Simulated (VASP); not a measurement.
Ir, 1 atom in the cell. It takes space group Fm-3m (No. 225, cubic). The conventional cell has a = 3.854 Å, b = 3.854 Å, c = 3.854 Å, α = 90.00°, β = 90.00°, γ = 90.00°. Ir (site symmetry m-3m) has 12 Ir at 2.73 Å as nearest neighbours. 

```yaml
Program: VASP 6.6.1
Task: relaxation of cell and atoms
Functional: PBE
Potentials_or_basis: VASP PAW PBE potentials, release 64 (Ir)
Cutoff: 600 eV
k_mesh: 18 × 18 × 18
Occupations: gaussian, width 0.1 eV
Spin: no spin polarisation
Further_INCAR_settings: ALGO = Normal; EDIFF = 1e-07; IBRION = 2; EDIFFG = -0.005; NSW = 90; ISIF = 3
```

Potentials or basis: VASP PAW PBE potentials, release 64 (Ir).

Command:

```sh
$ cat potpaw_PBE.64/Ir/POTCAR > POTCAR
$ mpirun -np 1 vasp_std > vasp.out
```

Hardware: 1 thread of Intel(R) Xeon(R) 6975P-C (Granite Rapids), with other jobs on the host.

Question: Estimate the wall time of this run.

Answer: It took 24 s on 1 thread of Intel(R) Xeon(R) 6975P-C (Granite Rapids) (shared host), peak memory 0.17 GiB. Counts: scf iterations 30, k points 195, ion steps 4.
